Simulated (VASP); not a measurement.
Given:

```yaml
crystal:
  lattice:
    - [0.00000, 2.17758, 2.17758]
    - [2.17758, 0.00000, 2.17758]
    - [2.17758, 2.17758, 0.00000]
  atoms:
    - { symbol: Si, position: [0.00000, 0.00000, 0.00000] }
    - { symbol: C, position: [0.25000, 0.25000, 0.25000] }
```

Calculation: r2SCAN meta-GGA, VASP's PBE PAW potentials (set 64) (plane waves; VASP). Settings: 520 eV cut-off, 19×19×19 Γ-centred mesh, Gaussian smearing of 0.010 eV, potentials Si C.

Give the direction-averaged independent-particle dielectric function (no local fields, no excitons; a broadening of 0.1 eV leaves a tail below the gap, and fine structure carries the noise of the k-mesh).

```csv
ħω (eV),ε₁,ε₂
0.00,6.51,0.00
0.40,6.53,0.01
0.80,6.57,0.01
1.20,6.64,0.02
1.60,6.75,0.03
2.00,6.89,0.04
2.50,7.13,0.06
2.90,7.38,0.07
3.30,7.71,0.09
3.70,8.14,0.12
4.10,8.71,0.17
4.60,9.79,0.29
5.00,11.31,0.80
5.40,12.77,2.12
5.80,13.46,4.09
6.20,14.13,6.38
6.70,14.54,10.16
7.10,14.02,15.16
7.50,5.07,20.04
7.90,-1.97,12.64
8.30,-0.59,9.83
8.80,1.11,14.32
9.20,-2.56,12.33
9.60,-3.84,10.85
10.00,-4.37,7.04
10.40,-4.35,7.06
10.90,-4.24,4.17
11.30,-2.89,4.79
11.70,-3.63,4.46
12.10,-3.46,2.74
12.50,-2.79,2.46
13.00,-2.26,2.86
```
ε₂ peaks at 7.3 eV (height 21.0), 8.8 eV (height 14.3); ε₁(0) averages 6.51, so the electronic refractive index below the gap tends to √6.51 = 2.55.

The compound is SiC in the zinc blende structure. It was relaxed first.
